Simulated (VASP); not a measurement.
**Sb$_{2}$S$_{3}$ (relaxed from the corundum structure, space group R-3c): computed properties**

Computed with PBEsol GGA, VASP's PBE PAW potentials (set 64) (plane waves; VASP).

| Item | Value |
|---|---|
| space group | R-3c (167) |
| cell | a = b = 7.1292 Å, c = 17.7822 Å, α = β = 90.00°, γ = 120.00° |
| volume per atom | 26.09 Å³/atom |
| band gap (over mesh and band path) | 0.55 eV |
| smallest direct gap (over mesh and band path) | 0.79 eV |
| density | 4.32 g/cm³ |

```cif
data_S6Sb4
_chemical_formula_sum 'Sb4 S6'
_space_group_name_H-M_alt 'P 1'
_space_group_IT_number 1
_cell_length_a 7.21636
_cell_length_b 7.21636
_cell_length_c 7.21636
_cell_angle_alpha 59.202
_cell_angle_beta 59.202
_cell_angle_gamma 59.202
loop_
_space_group_symop_operation_xyz
  'x, y, z'
loop_
_atom_site_label
_atom_site_type_symbol
_atom_site_fract_x
_atom_site_fract_y
_atom_site_fract_z
_atom_site_occupancy
Sb1 Sb 0.34607 0.34607 0.34607 1
Sb2 Sb 0.15393 0.15393 0.15393 1
Sb3 Sb 0.65393 0.65393 0.65393 1
Sb4 Sb 0.84607 0.84607 0.84607 1
S1 S 0.52941 0.97059 0.25000 1
S2 S 0.25000 0.52941 0.97059 1
S3 S 0.97059 0.25000 0.52941 1
S4 S 0.47059 0.02941 0.75000 1
S5 S 0.75000 0.47059 0.02941 1
S6 S 0.02941 0.75000 0.47059 1
```

Unless said otherwise, spin-orbit coupling is left out, though it shifts the bands of the heavy elements here.

The structure was generated: Sb2S3 was put into the corundum type (R-3c), which need not be its known phase. It was relaxed first, which changed the volume by +20 %. Symmetry was kept, so distortions that lower it aren't found.
